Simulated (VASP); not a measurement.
An input for Ansatz (written as the equivalent of a VASP run, and not itself run):

Ansatz 0.2 input:
```yaml
crystal:
  lattice:
    - [2.9493833, 0.0000000, 0.0000000]
    - [0.0000000, 2.9493833, 0.0000000]
    - [0.0000000, 0.0000000, 2.9493833]
  atoms:
    - { symbol: Ti, position: [0.0000000, 0.0000000, 0.0000000] }
    - { symbol: Co, position: [0.5000000, 0.5000000, 0.5000000] }
kpoints:
  mp_grid: { grid: [11, 11, 11] }
hamiltonian:
  xc: pbe
  dispersion: d4
  pseudopotentials: { kind: paw }
scf:
  occupations: { method: methfessel_paxton, width: 0.1 }
  max_iter: 100
relax:
  max_steps: 60
  f_tol: 0.01
  cell: {}
output: { forces: true, stress: true, eigenvalues: true }
```

Translate this input to VASP (INCAR, KPOINTS, POSCAR, choice of POTCAR).

This is not unique; one that fits is 
File POSCAR:
```
TiCo
1
    2.9493832994     0.0000000000    -0.0000000000
   -0.0000000000     2.9493832994    -0.0000000000
    0.0000000000     0.0000000000     2.9493832994
Ti Co
1 1
Direct
  0.0000000000   0.0000000000   0.0000000000
  0.5000000000   0.5000000000   0.5000000000
```

INCAR:
```
# general
SYSTEM  = TiCo
PREC    = Accurate
ENCUT   = 520   # plane-wave cut-off (eV)
LREAL   = .False.
LASPH   = .True.   # aspherical one-centre terms

# electronic loop
EDIFF   = 1E-6   # SCF stop (eV)
NELM    = 100
ALGO    = Normal   # blocked Davidson
LMAXMIX = 4

# smearing
ISMEAR  = 1   # Methfessel-Paxton
SIGMA   = 0.1

# functional
GGA     = PE   # PBE
IVDW    = 13   # D4

# ions
IBRION  = 2
NSW     = 60   # most ionic steps
ISIF    = 3   # ions, shape and volume
EDIFFG  = -0.01

# output
LWAVE   = .False.
LCHARG  = .False.
```

File KPOINTS:
```
Regular mesh
0
Gamma
  11 11 11
0 0 0
```

POTCAR, in this order: Ti_sv Co (PBE.64 set). Program: vasp_std.

The two are equivalent in intent, not identical: each code has its own PAW files, so the cut-off isn't converted (ENCUT is set for VASP's; basis.ecutwfc is left out, and Ansatz then takes the one that its files recommend); Ansatz stops its SCF on the density residual and VASP on the energy change (EDIFF).

The compound is TiCo in the CsCl type structure. It was relaxed first. The start is the result of an earlier pass.
